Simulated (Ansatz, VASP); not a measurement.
# Cross-check of Tc between VASP and Ansatz

One calculation is typed for both programs; each brings its own data sets. How far apart do they land? The cell is taken from a series of runs on this material, whose earlier steps may have relaxed, scaled, displaced or heated it; both programs get it as it stands.

Calculated with Ansatz 0.2.0; plane waves, with VASP 6.6.1 beside it; zone-centre phonons at PBE.

### Step 1. The structure

It takes space group P6_3/mmc (No. 194, hexagonal). Conventional cell: a = 2.751 Å, b = 2.751 Å, c = 4.403 Å, α = 90.00°, β = 90.00°, γ = 120.00°. Nearest to Tc lie 12 Tc at 2.71 to 2.75 Å.

### Step 2. VASP: zone-centre phonons, PBE

Second derivatives magnify differences that forces hide, and they need a tight electronic threshold.

Lines of VASP's logs that name or quote its potential files are left out, and so is its time.

Contents of INCAR:

```
SYSTEM = Tc
PREC = Accurate
ENCUT = 500
EDIFF = 1E-08
NELM = 120
ISMEAR = 1
SIGMA = 0.2
LREAL = .FALSE.
ALGO = Normal
GGA = PE
NBANDS = 19
LASPH = .TRUE.
LORBIT = 11
LWAVE = .FALSE.
LCHARG = .FALSE.
ISIF = 2
IBRION = 8
GGA_COMPAT = .FALSE.
```

Contents of POSCAR:

```
Tc
1.0
    2.7511682856      0.0000000000      0.0000000000
   -1.3755841428      2.3825816254      0.0000000000
    0.0000000000      0.0000000000      4.4032657861
Tc
2
Direct
    0.3333333333      0.6666666667      0.2500000000
    0.6666666667      0.3333333333      0.7500000000
```

Contents of KPOINTS:

```
Automatic mesh
0
Gamma
6 6 4
0 0 0
```

PAW data sets: Tc_pv (PBE family, release 64).

The run is started by

```
$ mpirun -np 1 vasp_std
```

Numbers of over 12 decimals in the logs are rounded to 6 here.

What it wrote:

```text
[banner, memory and clock lines left out]
running    1 mpi-ranks, on    1 nodes
 distrk:  each k-point on    1 cores,    1 groups
 distr:  one band on    1 cores,    1 groups

 POSCAR found type information on POSCAR Tc
 POSCAR found :  1 types and       2 ions
 LDA part: xc-table for (Slater+PW92), standard interpolation
 POSCAR, INCAR and KPOINTS ok, starting setup
 FFT: planning ... GRIDC
 FFT: planning ... GRID_SOFT
 FFT: planning ... GRID
 WAVECAR not read
 entering main loop
       N       E                     dE             d eps       ncg     rms          rms(c)
DAV:   1     0.297775435528E+03    0.29778E+03   -0.16265E+04   822   0.139E+03
DAV:   2    -0.147713405537E+02   -0.31255E+03   -0.30703E+03   849   0.414E+02
DAV:   3    -0.221105421556E+02   -0.73392E+01   -0.72915E+01   867   0.748E+01
DAV:   4    -0.221553792349E+02   -0.44837E-01   -0.44833E-01   864   0.637E+00
DAV:   5    -0.221558182389E+02   -0.43900E-03   -0.43900E-03   861   0.614E-01    0.233E+01
DAV:   6    -0.208054368879E+02    0.13504E+01   -0.27236E+00   846   0.161E+01    0.700E+00
DAV:   7    -0.206560402024E+02    0.14940E+00   -0.43986E-01   873   0.605E+00    0.870E-01
DAV:   8    -0.206472956692E+02    0.87445E-02   -0.96448E-03   813   0.100E+00    0.329E-01
DAV:   9    -0.206471520886E+02    0.14358E-03   -0.43348E-04   888   0.205E-01    0.224E-02
DAV:  10    -0.206471473116E+02    0.47770E-05   -0.17755E-05   840   0.347E-02    0.864E-03
DAV:  11    -0.206471460869E+02    0.12247E-05   -0.58144E-07   924   0.768E-03    0.738E-04
DAV:  12    -0.206471459966E+02    0.90266E-07   -0.23191E-08   672   0.113E-03    0.228E-04
DAV:  13    -0.206471460611E+02   -0.64496E-07   -0.28192E-09   444   0.442E-04    0.829E-05
DAV:  14    -0.206471460496E+02    0.11515E-07   -0.34029E-10   426   0.149E-04    0.403E-05
DAV:  15    -0.206471460547E+02   -0.50568E-08   -0.70785E-11   420   0.770E-05
   1 F= -.20647146E+02 E0= -.20648794E+02  d E =0.494462E-02
 Linear response reoptimize wavefunctions to high precision
DAV:   1    -0.206471460524E+02    0.22314E-08   -0.15804E-11   426   0.293E-05
DAV:   2    -0.206471460524E+02    0.40927E-10   -0.56732E-12   417   0.153E-05
 Linear response DOF=           2
 Linear response progress:
  Degree of freedom:   1/  2
       N       E                     dE             d eps       ncg     rms          rms(c)
RMM:   1    -0.838710582833E+00   -0.83871E+00   -0.43313E+00  2384   0.396E+01
RMM:   2    -0.929032270148E+00   -0.90322E-01   -0.14226E-01  3314   0.289E+00    0.147E-01
RMM:   3    -0.926503258251E+00    0.25290E-02   -0.22052E-03  3227   0.411E-01    0.707E-02
RMM:   4    -0.924477877405E+00    0.20254E-02   -0.57699E-04  3586   0.203E-01    0.227E-02
RMM:   5    -0.924151545125E+00    0.32633E-03   -0.59753E-05  3857   0.632E-02    0.837E-03
RMM:   6    -0.924109813300E+00    0.41732E-04   -0.23222E-05  4054   0.224E-02    0.412E-03
RMM:   7    -0.924071042811E+00    0.38770E-04   -0.46504E-06  4129   0.818E-03    0.772E-04
RMM:   8    -0.924104803306E+00   -0.33760E-04   -0.52953E-06  4115   0.273E-03    0.342E-04
RMM:   9    -0.924115073307E+00   -0.10270E-04   -0.27368E-06  4101   0.971E-04    0.808E-05
RMM:  10    -0.924117708418E+00   -0.26351E-05   -0.15377E-06  4454   0.368E-04    0.175E-05
RMM:  11    -0.924117868707E+00   -0.16029E-06   -0.65045E-07  4313   0.126E-04    0.735E-06
RMM:  12    -0.924117790279E+00    0.78428E-07   -0.27212E-07  3975   0.636E-05    0.295E-06
RMM:  13    -0.924117662409E+00    0.12787E-06   -0.13419E-07  4080   0.317E-05    0.674E-07
RMM:  14    -0.924117660521E+00    0.18883E-08   -0.78408E-08  3786   0.185E-05    0.495E-07
 first order change of Fermi-energy  -0.31257E-04
 force on displaced ion       1 direction 1 :  -3.140   0.008   0.000
 Linear response progress:
  Degree of freedom:   2/  2
       N       E                     dE             d eps       ncg     rms          rms(c)
RMM:   1    -0.987787263147E+00   -0.98779E+00   -0.41900E+00  1020   0.399E+01
RMM:   2    -0.108607680619E+01   -0.98290E-01   -0.14592E-01  1320   0.290E+00    0.224E-01
RMM:   3    -0.108468399265E+01    0.13928E-02   -0.29097E-03  1337   0.433E-01    0.110E-01
RMM:   4    -0.108337438908E+01    0.13096E-02   -0.29169E-04  1459   0.199E-01    0.389E-02
RMM:   5    -0.108281609234E+01    0.55830E-03    0.15099E-03  1479   0.754E-02    0.394E-02
RMM:   6    -0.108271371685E+01    0.10238E-03    0.61056E-04  1392   0.372E-02    0.101E-02
RMM:   7    -0.108258457395E+01    0.12914E-03    0.45309E-04  1582   0.159E-02    0.179E-03
RMM:   8    -0.108261874065E+01   -0.34167E-04    0.19650E-04  1529   0.545E-03    0.508E-04
RMM:   9    -0.108263664151E+01   -0.17901E-04    0.54149E-07  1498   0.194E-03    0.168E-04
RMM:  10    -0.108263223260E+01    0.44089E-05    0.68271E-05  1577   0.765E-04    0.450E-05
RMM:  11    -0.108263638457E+01   -0.41520E-05    0.24342E-05  1651   0.303E-04    0.107E-05
RMM:  12    -0.108263782416E+01   -0.14396E-05    0.94815E-06  1679   0.119E-04    0.426E-06
RMM:  13    -0.108263827625E+01   -0.45209E-06    0.40510E-06  1573   0.558E-05    0.230E-06
RMM:  14    -0.108263845274E+01   -0.17649E-06    0.20241E-06  1612   0.292E-05    0.369E-07
RMM:  15    -0.108263853895E+01   -0.86212E-07    0.10467E-06  1354   0.166E-05    0.244E-07
RMM:  16    -0.108263860018E+01   -0.61229E-07    0.36773E-07   994   0.114E-05    0.102E-07
RMM:  17    -0.108263861787E+01   -0.17692E-07    0.22659E-07   585   0.865E-06    0.685E-08
 first order change of Fermi-energy   0.82115E-04
 force on displaced ion       1 direction 3 :   0.000  -0.000   3.188
 Linear response finished
```

OUTCAR, selected parts (step 2):

```text
ion  position               nearest neighbor table
   1  0.333  0.667  0.250-   2 2.71   2 2.71   2 2.71   2 2.71   2 2.71   2 2.71
   2  0.667  0.333  0.750-   1 2.71   1 2.71   1 2.71   1 2.71   1 2.71   1 2.71

  LATTYP: Found a hexagonal cell.
 ALAT       =     2.7511682856
 C/A-ratio  =     1.6005076131

 Subroutine GETGRP returns: Found 24 space group operations
 (whereof 12 operations were pure point group operations)

The static configuration has the point symmetry D_3d.
 The point group associated with its full space group is D_6h.

 Found     21 irreducible k-points:

   k-points           NKPTS =     21   k-points in BZ     NKDIM =     21   number of bands    NBANDS=     19

   dimension x,y,z NGX =    20 NGY =   20 NGZ =   32
   dimension x,y,z NGXF=    40 NGYF=   40 NGZF=   64

   ENCUT  =  500.0 eV  36.75 Ry    6.06 a.u.   5.02  5.02  8.03*2*pi/ulx,y,z

   NELECT =      26.0000    total number of electrons

 k-points in reciprocal lattice and weights: Automatic mesh
   0.00000000  0.00000000  0.00000000       0.007
   0.16666667 -0.00000000  0.00000000       0.042
   0.33333333  0.00000000  0.00000000       0.042
   0.50000000  0.00000000  0.00000000       0.021
   0.16666667  0.16666667  0.00000000       0.042
   0.33333333  0.16666667  0.00000000       0.083
   0.33333333  0.33333333  0.00000000       0.014
   0.00000000  0.00000000  0.25000000       0.014
   0.16666667 -0.00000000  0.25000000       0.083
[...]
0.33333333  0.16666667  0.50000000       0.083
   0.33333333  0.33333333  0.50000000       0.014

 average (electrostatic) potential at core
       1 -67.2012       2 -67.2012

  Total        0.0386807      0.0386807     -0.1215193     -0.0000000      0.0000000     -0.0000000
  in kB        2.1471611      2.1471611     -6.7455309     -0.0000000      0.0000000     -0.0000000
  external PRESSURE =      -0.8170696 kB  Pullay stress =       0.0000000 kB

  energy-cutoff  :      500.00
  volume of cell :       28.86
      direct lattice vectors                 reciprocal lattice vectors
     2.751168286  0.000000000  0.000000000     0.363481945  0.209856399  0.000000000
    -1.375584143  2.382581625  0.000000000     0.000000000  0.419712798  0.000000000
     0.000000000  0.000000000  4.403265786     0.000000000  0.000000000  0.227104165

 POSITION                                       TOTAL-FORCE (eV/Angst)
 -----------------------------------------------------------------------------------
     -0.00000      1.58839      1.10082        -0.000000      0.000000      0.000000
      1.37558      0.79419      3.30245         0.000000     -0.000000      0.000000
 -----------------------------------------------------------------------------------
    total drift:                               -0.000000      0.000000     -0.000000

 Eigenvectors and eigenvalues of the dynamical matrix
 ----------------------------------------------------

   1 f  =    3.939518 THz    24.752721 2PiTHz  131.408170 cm-1    16.292529 meV
             X         Y         Z           dx          dy          dz
     -0.000000  1.588388  1.100816     0.707107   -0.000000   -0.000000
      1.375584  0.794194  3.302449    -0.707107    0.000000    0.000000

   2 f  =    3.939518 THz    24.752721 2PiTHz  131.408170 cm-1    16.292529 meV
             X         Y         Z           dx          dy          dz
     -0.000000  1.588388  1.100816    -0.000000    0.707107    0.000000
      1.375584  0.794194  3.302449    -0.000000   -0.707107    0.000000

   3 f  =    0.000000 THz     0.000000 2PiTHz    0.000001 cm-1     0.000000 meV
             X         Y         Z           dx          dy          dz
     -0.000000  1.588388  1.100816     0.000000    0.000000    0.707107
      1.375584  0.794194  3.302449    -0.000000    0.000000    0.707107

   4 f/i=    0.000000 THz     0.000000 2PiTHz    0.000000 cm-1     0.000000 meV
             X         Y         Z           dx          dy          dz
     -0.000000  1.588388  1.100816     0.707107    0.000000   -0.000000
      1.375584  0.794194  3.302449     0.707107    0.000000    0.000000

   5 f/i=    0.000000 THz     0.000000 2PiTHz    0.000001 cm-1     0.000000 meV
             X         Y         Z           dx          dy          dz
     -0.000000  1.588388  1.100816    -0.000000    0.707107    0.000000
      1.375584  0.794194  3.302449    -0.000000    0.707107    0.000000

   6 f/i=    3.969499 THz    24.941097 2PiTHz  132.408232 cm-1    16.416521 meV
             X         Y         Z           dx          dy          dz
     -0.000000  1.588388  1.100816     0.000000    0.000000    0.707107
      1.375584  0.794194  3.302449    -0.000000    0.000000   -0.707107

 ELASTIC MODULI CONTR FROM IONIC RELAXATION (kBar)
 Direction    XX          YY          ZZ          XY          YZ          ZX
 --------------------------------------------------------------------------------
 XX        -206.8444    206.8444      0.0000     -0.0000      0.0000      0.0000
 YY         206.8444   -206.8444     -0.0000      0.0000      0.0000      0.0000
 ZZ           0.0000     -0.0000     -0.0000      0.0000      0.0000      0.0000
 XY          -0.0000      0.0000      0.0000   -206.8444      0.0000      0.0000
 YZ           0.0000      0.0000      0.0000      0.0000      0.0000      0.0000
 ZX           0.0000      0.0000      0.0000      0.0000      0.0000      0.0000
 --------------------------------------------------------------------------------
```

(Part 1 of 2 ends here.)

[Lines on the potential files, build, host, timing and source positions are cut from VASP's logs without a mark.]

[Logs are printed without paths, hosts, clocks, repeated set-up lines and the standing remarks that a program may print on its own settings, such as how far it seeks lower states.]

[Hosts, paths, dates, database ids (printed as entryN), source tags and the programs' standing remarks are cut or masked in the printed files.]
